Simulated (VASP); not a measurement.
Level of theory: PBE GGA, VASP's PBE PAW potentials (set 64) (plane waves; VASP 6.6.1).

VASP ran on this input.

File KPOINTS:
```
K-points
0
gamma
15 15 15
```

### POSCAR
```
Au
1.0
  0.0000000000   2.0772652832   2.0772652832
  2.0772652832   0.0000000000   2.0772652832
  2.0772652832   2.0772652832   0.0000000000
Au
1
direct
  0.0000000000   0.0000000000   0.0000000000
```

INCAR:
```
ALGO = Normal
EDIFF = 1E-6
EDIFFG = -0.02
ENCUT = 500
GGA = PE
IBRION = 2
ISIF = 3
ISMEAR = 1
LASPH = T
LCHARG = F
LMAXMIX = 6
LREAL = F
LWAVE = F
NELM = 100
NSW = 40
PREC = Accurate
SIGMA = 0.1
SYSTEM = Au
```

POTCAR, in this order: Au (PBE.64 set). Program: vasp_std.

The resulting files:

OSZICAR:
```
       N       E                     dE             d eps       ncg     rms          rms(c)
DAV:   1     0.408115004677E+02    0.40812E+02   -0.56292E+03  2376   0.105E+03
DAV:   2    -0.311259580248E+01   -0.43924E+02   -0.41138E+02  2242   0.193E+02
DAV:   3    -0.348319326739E+01   -0.37060E+00   -0.37042E+00  2529   0.188E+01
DAV:   4    -0.348424531023E+01   -0.10520E-02   -0.10520E-02  2507   0.107E+00
DAV:   5    -0.348425216059E+01   -0.68504E-05   -0.68507E-05  2452   0.822E-02    0.801E+00
DAV:   6    -0.323682721677E+01    0.24742E+00   -0.84532E-01  2201   0.892E+00    0.525E+00
DAV:   7    -0.322139123698E+01    0.15436E-01   -0.61281E-02  2324   0.238E+00    0.265E+00
DAV:   8    -0.321949281026E+01    0.18984E-02   -0.10329E-03  2286   0.332E-01    0.200E-01
DAV:   9    -0.321948545267E+01    0.73576E-05   -0.76432E-06  2449   0.280E-02    0.125E-02
DAV:  10    -0.321949165186E+01   -0.61992E-05   -0.31922E-06  2358   0.233E-02    0.306E-03
DAV:  11    -0.321949155030E+01    0.10156E-06   -0.46046E-08  1131   0.206E-03
   1 F= -.32194916E+01 E0= -.32193402E+01  d E =-.321949E+01
```

**OUTCAR**
```
------------------------ aborting loop because EDIFF is reached ----------------------------------------
  FORCE on cell =-STRESS in cart. coord.  units (eV):
  Direction    XX          YY          ZZ          XY          YZ          ZX
  --------------------------------------------------------------------------------------
  Total        0.0037720      0.0037720      0.0037720     -0.0000000      0.0000000      0.0000000
  in kB        0.3371096      0.3371096      0.3371096     -0.0000000      0.0000000      0.0000000
  external PRESSURE =       0.3371096 kB  Pullay stress =       0.0000000 kB
  volume of cell :       17.93
      direct lattice vectors                 reciprocal lattice vectors
     0.000000000  2.077265283  2.077265283    -0.240701081  0.240701081  0.240701081
     2.077265283  0.000000000  2.077265283     0.240701081 -0.240701081  0.240701081
     2.077265283  2.077265283  0.000000000     0.240701081  0.240701081 -0.240701081
 POSITION                                       TOTAL-FORCE (eV/Angst)
 -----------------------------------------------------------------------------------
      0.00000      0.00000      0.00000         0.000000      0.000000      0.000000
 -----------------------------------------------------------------------------------
    total drift:                               -0.000000     -0.000000     -0.000000
  FREE ENERGIE OF THE ION-ELECTRON SYSTEM (eV)
  ---------------------------------------------------
  free  energy   TOTEN  =        -3.2194915503 eV

  energy  without entropy=       -3.2190375775  energy(sigma->0) =       -3.21934023

 reached required accuracy - stopping structural energy minimisation
```
(Selected blocks of OUTCAR.)

The compound is Au in the fcc structure. It was relaxed first, which changed the volume by +6 %.
